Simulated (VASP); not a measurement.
Cd₂SeS (space group P3m1): the band gap from VASP (plane waves, PAW) at several levels of theory. Gaps are without spin-orbit coupling. Each level names its cell: its own relaxed one, PBE's, or the starting one. A gap is the smallest over the k-mesh and a band path; hybrids may have named points in place of the path, and GW has the mesh alone.

| level | band gap (eV) |
|---|---|
| PBEsol (own cell) | 0.67 |
| r2SCAN (own cell) | 1.22 |
| HSE06 (PBE cell) | 1.66 |

The cell of the PBEsol (own cell) run:

```cif
data_Cd2SSe
_chemical_formula_sum 'Cd2 Se1 S1'
_space_group_name_H-M_alt 'P 1'
_space_group_IT_number 1
_cell_length_a 4.21020
_cell_length_b 4.21020
_cell_length_c 6.87439
_cell_angle_alpha 90.000
_cell_angle_beta 90.000
_cell_angle_gamma 120.000
loop_
_space_group_symop_operation_xyz
  'x, y, z'
loop_
_atom_site_label
_atom_site_type_symbol
_atom_site_fract_x
_atom_site_fract_y
_atom_site_fract_z
_atom_site_occupancy
Cd1 Cd 0.00000 0.00000 0.48902 1
Cd2 Cd 0.33333 0.66667 0.01076 1
Se1 Se 0.33333 0.66667 0.62677 1
S1 S 0.00000 0.00000 0.12145 1
```

Only levels that ran to the end are used. Left out are those held back, those with too coarse a band path, GW runs whose mesh misses a band edge, hybrids' fits of cells that aren't cubic and levels without matching references; a question may draw on a part of the rest.

The structure comes from a computed database's Cd2SeS entry (P3m1); how it stands against other phases isn't given here.
